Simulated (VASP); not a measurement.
```
PbO
1.0
    4.05666     0.00000     0.00000
    0.00000     3.89439     0.00000
    0.00000     0.00000     5.45208
Pb O
2 2
Direct
  0.50000   0.00000   0.78147
  0.00000   0.50000   0.21853
  0.50000   0.50000   0.00000
  0.00000   0.00000   0.00000
```

These are PBE GGA, VASP's PBE PAW potentials (set 64) (plane waves; VASP 6.6.1) values and carry that method's errors. Numerical set-up: 600 eV cut-off, 6×6×4 Γ-centred mesh, Gaussian smearing of 0.050 eV, potentials Pb_d O.

Without a dispersion term in the relaxation, distances and binding between the weakly bound layers, chains or molecules are unreliable, and so is what depends on them.

**Question.** The ions are relaxed. Which structure does the run end with?

**Answer.** 
```
PbO
1.0
    4.05666     0.00000     0.00000
    0.00000     3.89439     0.00000
    0.00000     0.00000     5.45208
Pb O
2 2
Direct
  0.50000   0.00000   0.77653
  0.00000   0.50000   0.22347
  0.50000   0.50000   0.00829
  0.00000   0.00000   0.99171
```
Space group Pmmn (59), at a tolerance of 0.03 Å.

**Question.** How much energy does the relaxation gain?

**Answer.** The energy (σ→0) changes by -7.2 meV/atom, in 6 ionic steps.

```tsv
step	E(σ→0) (eV)	max force (eV/Å)	pressure (GPa)	volume (Å³)
1	-21.4595	0.506	3.43	86.13
2	-21.4825	0.195	2.05	86.13
3	-21.4846	0.141	1.52	86.13
4	-21.4870	0.087	1.63	86.13
5	-21.4884	0.011	1.82	86.13
6	-21.4884	0.008	1.82	86.13
```

The compound is PbO in the litharge structure. This cell was strained or had an atom moved on purpose. Symmetry was kept, so distortions that lower it aren't found.
